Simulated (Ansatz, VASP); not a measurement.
**CsRe: VASP beside Ansatz**

INCAR

```
SYSTEM = CsRe
PREC = Accurate ; ENCUT = 600
EDIFF = 1E-6 ; ISMEAR = 0
SIGMA = 0.1 ; LREAL = .False.
LASPH = .True. ; NELM = 100
ALGO = Normal ; ISIF = 3
LWAVE = .False. ; LCHARG = .False.
GGA = PE ; IBRION = 2
NSW = 100 ; EDIFFG = -0.01
```

File KPOINTS:

```
Automatic mesh
0
Gamma
  16 16 16
  0 0 0
```

File POSCAR:

```
CsRe
1.0
    0.0000000000      3.1736828100      3.1736828100
    3.1736828100      0.0000000000      3.1736828100
    3.1736828100      3.1736828100      0.0000000000
Cs Re
1 1
Direct
    0.7500000000      0.7500000000      0.7500000000
    0.0000000000      0.0000000000      0.0000000000
```

Input for Ansatz:

```yaml
crystal:
  lattice:
    - [0.0, 3.17368281, 3.17368281]
    - [3.17368281, 0.0, 3.17368281]
    - [3.17368281, 3.17368281, 0.0]
  atoms:
    - { symbol: Cs, position: [0.75, 0.75, 0.75] }
    - { symbol: Re, position: [0.0, 0.0, 0.0] }
basis:
  ecutwfc: 420
kpoints:
  mp_grid: { grid: [16, 16, 16] }
hamiltonian:
  xc: pbe
scf:
  occupations: { method: gaussian, width: 0.1 }
output:
  forces: true
  stress: true
  eigenvalues: true
relax:
  adjacent_minimum: "off"
  f_tol: 0.01
  max_steps: 80
  cell: { stress_tol: 0.05 }
```

Change from the starting cell: species swapped into the BeS type (F-43m, No. 216).

Alike in both runs: task relaxation of cell and atoms; functional PBE; k mesh 16 × 16 × 16; occupations gaussian, width 0.1 eV; no spin polarisation.

```csv
,VASP,Ansatz
version,VASP 6.6.1,Ansatz 0.2.0
potentials or method,"VASP PAW PBE potentials, release 64 (Cs_sv, Re)","scalar-relativistic, plane waves, PAW"
plane-wave cutoff (eV),600,420
valence electrons in the cell,16,24
```

|  | VASP | Ansatz | Ansatz less VASP |
| --- | --- | --- | --- |
| gap on the k mesh at the Fermi level, each at its own relaxed structure (eV) | none | none | - |
| relaxed volume (Å³/atom) | 33.93 | 30.55 | -3.379 |
| relaxed cell length with the largest relative difference (Å) | 4.578 | 4.421 | -0.1573 |
| energy change over the relaxation (meV/atom) | -6 | -5 | +1.3 |

A gap of «none» marks a metal or a gap that the smearing closes. One of these differences is far larger than is usual between the two programs; its cause wasn't traced. The two sets of potentials don't hold the same shells in valence.

The runs have no spin-orbit coupling, so splittings on Cs, Re are missing.
